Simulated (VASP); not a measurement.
Calculation: r2SCAN+rVV10, VASP's PBE PAW potentials (set 64) (plane waves; VASP).

Input for VASP

### KPOINTS_OPT
```
k-points along high-symmetry lines
6
Line-mode
Reciprocal
  0.000000   0.000000   0.000000 ! GAMMA
  0.000000   0.500000   0.000000 ! M

  0.000000   0.500000   0.000000 ! M
 -0.333333   0.666667   0.000000 ! K

 -0.333333   0.666667   0.000000 ! K
  0.000000   0.000000   0.000000 ! GAMMA

  0.000000   0.000000   0.000000 ! GAMMA
  0.000000   0.000000   0.500000 ! A

  0.000000   0.000000   0.500000 ! A
  0.000000   0.500000   0.500000 ! L

  0.000000   0.500000   0.500000 ! L
 -0.333333   0.666667   0.500000 ! H

 -0.333333   0.666667   0.500000 ! H
  0.000000   0.000000   0.500000 ! A

  0.000000   0.500000   0.500000 ! L
  0.000000   0.500000   0.000000 ! M

 -0.333333   0.666667   0.500000 ! H
 -0.333333   0.666667   0.000000 ! K
```

File POSCAR:
```
Gd
1
    1.8387732331    -3.1848484390     0.0000000000
    1.8387732331     3.1848484390     0.0000000000
   -0.0000000000    -0.0000000000     5.6157670337
Gd
2
Direct
  0.3333330000   0.6666670000   0.2500000000
  0.6666670000   0.3333330000   0.7500000000
```

### KPOINTS
```
K-points
0
gamma
  13 13 7
```

INCAR:
```
ALGO  =  Normal
BPARAM  =  11.95
CPARAM  =  0.0093
EDIFF  =  1E-7
ENCUT  =  520
ISIF  =  2
ISMEAR  =  -5
LASPH  =  T
LCHARG  =  F
LMAXMIX  =  6
LMIXTAU  =  T
LORBIT  =  11
LREAL  =  F
LUSE_VDW  =  T
LWAVE  =  F
METAGGA  =  R2SCAN
NEDOS  =  601
NELM  =  100
PREC  =  Accurate
SYSTEM  =  Gd
```

POTCAR, in this order: Gd_3 (PBE.64 set). Program: vasp_std.

The 4f electrons are frozen in the core of the lanthanide potential, so 4f levels, which can set the real gap, and their magnetism are missing.

Predict the energy per atom (σ→0), band gap (over mesh and band path).

energy per atom (σ→0): -30.353 eV/atom
band gap (over mesh and band path): none (metal, semimetal or under 0.01 eV)

**OSZICAR**
```
...
DAV:  35    -0.607055053164E+02   -0.42247E-05   -0.23394E-07  2224   0.658E-03    0.263E-03
DAV:  36    -0.607055032880E+02    0.20285E-05   -0.41620E-08  1152   0.265E-03    0.866E-04
DAV:  37    -0.607055040332E+02   -0.74523E-06   -0.11950E-08  1152   0.117E-03    0.484E-04
DAV:  38    -0.607055038791E+02    0.15405E-06   -0.71772E-09  1152   0.775E-04    0.442E-04
DAV:  39    -0.607055037618E+02    0.11730E-06   -0.35718E-09  1152   0.464E-04    0.394E-04
DAV:  40    -0.607055038422E+02   -0.80377E-07   -0.20747E-09  1152   0.282E-04
   1 F= -.60705504E+02 E0= -.60705504E+02  d E =0.000000E+00
       N       E                     dE             ncg
```

The compound is Gd in the hcp structure. It was relaxed first.
